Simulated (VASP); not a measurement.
A convergence study with VASP on BAs (zinc blende): a few settings are varied, all else stays as given below, so the limit is that of these other settings.

```
CELL_PARAMETERS angstrom
      0.00000     2.39000     2.39000
      2.39000     0.00000     2.39000
      2.39000     2.39000     0.00000
ATOMIC_POSITIONS crystal
  B  0.00000 0.00000 0.00000
  As 0.25000 0.25000 0.25000
```

Method: LDA (Ceperley-Alder, Perdew-Zunger), VASP's LDA PAW potentials (set 64) (plane waves; VASP). The last row used: 700 eV cut-off, 17×17×17 Γ-centred mesh, second-order Methfessel-Paxton smearing of 0.40 eV, potentials B As.

Gaps are read on the run's mesh, which can miss a band edge.

```json
[
 {"setting": "ISMEAR = -1, SIGMA = 0.01, 5×5×5 mesh", "E (eV/atom)": "-6.4326", "pressure (GPa)": "-3.19", "gap on the mesh (eV)": "1.115", "irreducible k-points": "10"},
 {"setting": "ISMEAR = -1, SIGMA = 0.1, 5×5×5 mesh", "E (eV/atom)": "-6.4325", "pressure (GPa)": "-3.19", "gap on the mesh (eV)": "1.115", "irreducible k-points": "10"},
 {"setting": "ISMEAR = 0, SIGMA = 0.01, 5×5×5 mesh", "E (eV/atom)": "-6.4326", "pressure (GPa)": "-3.19", "gap on the mesh (eV)": "1.115", "irreducible k-points": "10"},
 {"setting": "ISMEAR = 0, SIGMA = 0.2, 5×5×5 mesh", "E (eV/atom)": "-6.4326", "pressure (GPa)": "-3.19", "gap on the mesh (eV)": "1.115", "irreducible k-points": "10"},
 {"setting": "ISMEAR = 1, SIGMA = 0.05, 5×5×5 mesh", "E (eV/atom)": "-6.4325", "pressure (GPa)": "-3.19", "gap on the mesh (eV)": "1.115", "irreducible k-points": "10"},
 {"setting": "ISMEAR = 1, SIGMA = 0.2, 5×5×5 mesh", "E (eV/atom)": "-6.4325", "pressure (GPa)": "-3.19", "gap on the mesh (eV)": "1.115", "irreducible k-points": "10"},
 {"setting": "ISMEAR = 2, SIGMA = 0.05, 5×5×5 mesh", "E (eV/atom)": "-6.4325", "pressure (GPa)": "-3.19", "gap on the mesh (eV)": "1.115", "irreducible k-points": "10"},
 {"setting": "ISMEAR = 2, SIGMA = 0.2, 5×5×5 mesh", "E (eV/atom)": "-6.4325", "pressure (GPa)": "-3.19", "gap on the mesh (eV)": "1.115", "irreducible k-points": "10"},
 {"setting": "ISMEAR = -1, SIGMA = 0.01, 11×11×11 mesh", "E (eV/atom)": "-6.4608", "pressure (GPa)": "-3.33", "gap on the mesh (eV)": "1.155", "irreducible k-points": "56"},
 {"setting": "ISMEAR = -1, SIGMA = 0.2, 11×11×11 mesh", "E (eV/atom)": "-6.4603", "pressure (GPa)": "-3.34", "gap on the mesh (eV)": "1.156", "irreducible k-points": "56"},
 {"setting": "ISMEAR = 0, SIGMA = 0.01, 11×11×11 mesh", "E (eV/atom)": "-6.4608", "pressure (GPa)": "-3.33", "gap on the mesh (eV)": "1.155", "irreducible k-points": "56"},
 {"setting": "ISMEAR = 0, SIGMA = 0.4, 11×11×11 mesh", "E (eV/atom)": "-6.4607", "pressure (GPa)": "-3.33", "gap on the mesh (eV)": "1.155", "irreducible k-points": "56"},
 {"setting": "ISMEAR = 1, SIGMA = 0.05, 11×11×11 mesh", "E (eV/atom)": "-6.4608", "pressure (GPa)": "-3.33", "gap on the mesh (eV)": "1.155", "irreducible k-points": "56"},
 {"setting": "ISMEAR = 1, SIGMA = 0.4, 11×11×11 mesh", "E (eV/atom)": "-6.4607", "pressure (GPa)": "-3.34", "gap on the mesh (eV)": "1.155", "irreducible k-points": "56"},
 {"setting": "ISMEAR = 2, SIGMA = 0.05, 11×11×11 mesh", "E (eV/atom)": "-6.4608", "pressure (GPa)": "-3.33", "gap on the mesh (eV)": "1.155", "irreducible k-points": "56"},
 {"setting": "ISMEAR = 2, SIGMA = 0.4, 11×11×11 mesh", "E (eV/atom)": "-6.4607", "pressure (GPa)": "-3.33", "gap on the mesh (eV)": "1.155", "irreducible k-points": "56"},
 {"setting": "ISMEAR = -1, SIGMA = 0.05, 17×17×17 mesh", "E (eV/atom)": "-6.4609", "pressure (GPa)": "-3.33", "gap on the mesh (eV)": "1.127", "irreducible k-points": "165"},
 {"setting": "ISMEAR = -1, SIGMA = 0.2, 17×17×17 mesh", "E (eV/atom)": "-6.4604", "pressure (GPa)": "-3.34", "gap on the mesh (eV)": "1.128", "irreducible k-points": "165"},
 {"setting": "ISMEAR = 0, SIGMA = 0.1, 17×17×17 mesh", "E (eV/atom)": "-6.4609", "pressure (GPa)": "-3.33", "gap on the mesh (eV)": "1.127", "irreducible k-points": "165"},
 {"setting": "ISMEAR = 0, SIGMA = 0.4, 17×17×17 mesh", "E (eV/atom)": "-6.4608", "pressure (GPa)": "-3.33", "gap on the mesh (eV)": "1.127", "irreducible k-points": "165"},
 {"setting": "ISMEAR = 1, SIGMA = 0.1, 17×17×17 mesh", "E (eV/atom)": "-6.4609", "pressure (GPa)": "-3.33", "gap on the mesh (eV)": "1.127", "irreducible k-points": "165"},
 {"setting": "ISMEAR = 1, SIGMA = 0.4, 17×17×17 mesh", "E (eV/atom)": "-6.4609", "pressure (GPa)": "-3.34", "gap on the mesh (eV)": "1.127", "irreducible k-points": "165"},
 {"setting": "ISMEAR = 2, SIGMA = 0.1, 17×17×17 mesh", "E (eV/atom)": "-6.4609", "pressure (GPa)": "-3.33", "gap on the mesh (eV)": "1.127", "irreducible k-points": "165"},
 {"setting": "ISMEAR = 2, SIGMA = 0.4, 17×17×17 mesh", "E (eV/atom)": "-6.4608", "pressure (GPa)": "-3.33", "gap on the mesh (eV)": "1.127", "irreducible k-points": "165"}
]
```

Left out are rungs that failed or repeat a setting and relaxations that didn't move; long series are thinned to 24 rows.

The compound is BAs in the zinc blende structure. The cell was not relaxed at this level.
